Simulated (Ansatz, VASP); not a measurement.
# Cross-check of ReBr2 between VASP and Ansatz, part 2 of 2

Aim: how closely do two programs agree when they are given the same cell, functional and k mesh? Of the first pair: The structure shown is the start of the Ansatz relaxation below; VASP solves that cell, so the two are compared at the walk's first step.

VASP 6.6.1 and Ansatz 0.2.0.

So far. Step 4 (Side by side): The forces differ by 0.6 meV/Å r.m.s., which is 0.1 % of the r.m.s. force of 0.889 eV/Å (both taken over all components). With vacuum in the cell, a pressure given here is an average over mostly empty space and none of the material.

### Step 5. Ansatz: relaxation, PBEsol

Level of this step: Ansatz beside VASP: Kohn-Sham DFT, plane waves, PBEsol (Ansatz).

This run makes the geometry at which the two programs are then compared.

The structure compared here is the end of the Ansatz relaxation.

The input, input.yaml:

```yaml
crystal:
  lattice:
    - [3.836, 0.0, 0.0]
    - [-1.918, 3.3220734489, 0.0]
    - [0.0, 0.0, 19.2265366365]
  atoms:
    - { symbol: Re, position: [0.0, 0.0, 0.5] }
    - { symbol: Br, position: [0.3333333333, 0.6666666667, 0.5839084204] }
    - { symbol: Br, position: [0.6666666667, 0.3333333333, 0.4160915796] }
  periodic: [true, true, false]
kpoints:
  mp_grid: { grid: [6, 6, 1] }
hamiltonian:
  xc: pbesol
scf:
  occupations: { method: fermi_dirac, width: 0.02 }
relax:
  f_tol: 0.01
  max_steps: 80
  cell: {}
output:
  write_density: true
  write_potential: true
  elf: true
  volumetric_format: npy
```

On the command line:

```bash
> ansatz run input.yaml --threads 4 --pin off --max-ram 14745MiB --backend cpu --events-out ev --progress --plain --runs-dir out
```

Numbers of over 12 decimals in the logs are rounded to 6 here.

Output:

```text
[...]
Crystal: 3 atoms, lattice volume = 385.529 Å³
Basis set: ecut = 420 eV, 7529 PW (Γ), exchange–correlation on 54×54×432 points (8 copies of the dense FFT grid, shifted against one another)
Bands: 19, of which v1, the nominal top of the filled ones, is band 15 counted from 1 (14 counted from 0)
Symmetry: 12 space group operations
[...]
the weakly bound empty levels are not read free of the cell's end (no_gap_told)
--- Relaxed structure (6 steps of the walk, 6 accepted, 1 SCFs on fresh bases) ---
[...]
cell:  # Å, volume = 373.6170 Å³
    - [3.776272, 0.0, 0]
    - [-1.888136, 3.270347, 0]
    - [0, 0, 30.253073]
  atoms:
    - { symbol: Re, position: [0, 0, 0.317762] }
    - { symbol: Br, position: [0.333333, 0.666667, 0.360308] }
    - { symbol: Br, position: [0.666667, 0.333333, 0.275215] }
[key lines of the parts left out:]
SCF converged after 8 iterations
Free energy (F): -16208.532792 eV
Fermi energy:    -3.881931 eV
P = ½ c Tr σ = 0.0164 N/m
```

### Step 6. VASP: single point, PBEsol, relaxed cell, pair 2

The same cell, functional, mesh and smearing now go to VASP, with its own data sets.

The input, INCAR:

```
SYSTEM = ReBr2
PREC = Accurate
ENCUT = 520
EDIFF = 1E-06
NELM = 120
ISMEAR = -1
SIGMA = 0.02
LREAL = .FALSE.
ALGO = Normal
GGA = PS
NBANDS = 16
LASPH = .TRUE.
LORBIT = 11
LWAVE = .FALSE.
LCHARG = .FALSE.
ISIF = 2
LDIPOL = .TRUE.
IDIPOL = 3
DIPOL = 0.5 0.5 0.318
LVHAR = .TRUE.
GGA_COMPAT = .FALSE.
NELMDL = -8
```

The input, POSCAR:

```
ReBr2
1.0
    3.7762719302      0.0000000000      0.0000000000
   -1.8881359651      3.2703474231      0.0000000000
    0.0000000000      0.0000000000     30.2530732757
Re Br
1 2
Direct
    0.0000000000      0.0000000000      0.3177617107
    0.3333333333      0.6666666667      0.3603084514
    0.6666666667      0.3333333333      0.2752149700
```

The input, KPOINTS:

```
Automatic mesh
0
Gamma
6 6 1
0 0 0
```

Potentials, in the order of the species: Re and Br (PBE family, release 64).

On the command line:

```bash
> mpirun -np 1 vasp_std
```

Output:

```text
[banner, memory and clock lines left out]
running    1 mpi-ranks, on    1 nodes
[...]
[... a notice as in an earlier step ...]

 LDA part: xc-table for (Slater+PW92), standard interpolation
 POSCAR, INCAR and KPOINTS ok, starting setup
[...]
entering main loop
       N       E                     dE             d eps       ncg     rms          rms(c)
DAV:   1     0.147780496567E+03    0.14778E+03   -0.62365E+03   320   0.894E+02
DAV:   2     0.235020385568E+01   -0.14543E+03   -0.13917E+03   416   0.177E+02
DAV:   3    -0.152057073778E+02   -0.17556E+02   -0.17321E+02   344   0.806E+01
DAV:   4    -0.156522762299E+02   -0.44657E+00   -0.44457E+00   336   0.141E+01
[...]
DAV:  24    -0.154119506963E+02   -0.38018E-05   -0.13615E-07   224   0.429E-03    0.108E-03
DAV:  25    -0.154119518457E+02   -0.11494E-05   -0.52612E-08   248   0.302E-03    0.322E-04
DAV:  26    -0.154119523030E+02   -0.45722E-06   -0.25372E-08   232   0.277E-03
   1 F= -.15411952E+02 E0= -.15407670E+02  d E =-.856521E-02
```

Parts of OUTCAR (step 6):

```text
  Total        0.2389502      0.2389502      0.1573627     -0.0000000     -0.0000000     -0.0000000
  in kB        1.0246874      1.0246874      0.6748164     -0.0000000     -0.0000000     -0.0000000
  external PRESSURE =       0.9080637 kB  Pullay stress =       0.0000000 kB

 POSITION                                       TOTAL-FORCE (eV/Angst)
 -----------------------------------------------------------------------------------
      0.00000      0.00000      9.61327        -0.000000      0.000000      0.000000
     -0.00000      2.18023     10.90044        -0.000000      0.000000      0.066730
      1.88814      1.09012      8.32610         0.000000      0.000000     -0.066730
 -----------------------------------------------------------------------------------
    total drift:                               -0.000000     -0.000000      0.000040

  FREE ENERGIE OF THE ION-ELECTRON SYSTEM (eV)
  ---------------------------------------------------
  free  energy   TOTEN  =       -15.4119523030 eV

  energy  without entropy=      -15.4033870921  energy(sigma->0) =      -15.40766970

[... 1 part as in an earlier step ...]

[... 2 further parts left out ...]
[key lines of the parts left out:]
E-fermi :  -2.2905
```

### Step 7. Differences

What differs besides the data sets and the points named for the pairs above, as far as they apply: the data sets hold 29 valence electrons in Ansatz (on its default PAW (the set named soft_2) files) and 21 in VASP. Total energies have different zeros and are not compared.

Forces (eV/Å; atoms numbered as in POSCAR):

```tsv
atom	Ansatz x, y, z	VASP x, y, z
Re1	0.000, 0.000, 0.000	0.000, 0.000, 0.000
Br2	0.000, 0.000, 0.001	0.000, 0.000, 0.067
Br3	0.000, 0.000, -0.001	0.000, 0.000, -0.067
```

The forces differ by 31 meV/Å r.m.s., where the r.m.s. force is 0.001 eV/Å in Ansatz and 0.031 eV/Å in VASP: the atoms lie near their places of rest in Ansatz, so a percentage would say little (all taken over all components). With vacuum in the cell, a pressure given here is an average over mostly empty space and none of the material.

### Step 8. What the set-up changes

Further runs change the set-up of one program: Ansatz's method, potentials or start, or VASP's data sets, cutoff or form of LDA. The table gives that difference for each run.

```tsv
run	r.m.s. force difference (meV/Å)
as above	31
VASP with the data sets Re_sv_GW and Br and a cutoff of 420 eV	8.2
```

### Step 9. Results

```yaml
r_m_s_force_difference_single_point_pbesol_start_cell_pair_1: 0.071 % of the r.m.s. force
r_m_s_force_difference_single_point_pbesol_relaxed_cell_pair_2: 31 meV/Å
```

In words: The r.m.s. force difference is 31 meV/Å (single point, PBEsol, relaxed cell, pair 2), beyond the 12 meV/Å picked in this series as the mark of a large difference. The data sets hold unlike numbers of valence electrons (29 in Ansatz and 21 in VASP), so part of the differences comes from the potentials. Single point, PBEsol, relaxed cell, pair 2, VASP with the data sets Re_sv_GW and Br and a cutoff of 420 eV: r.m.s. force difference goes from 31 to 8.2 meV/Å. Such differences can come from data sets, numerical settings and the points named under the comparisons, not from the functional's error against experiment.

[Lines on the potential files, build, host, timing and source positions are cut from VASP's logs without a mark.]

[Logs are printed without paths, hosts, clocks, repeated set-up lines and the standing remarks that a program may print on its own settings, such as how far it seeks lower states.]

[Hosts, paths, dates, database ids (printed as entryN), source tags and the programs' standing remarks are cut or masked in the printed files.]
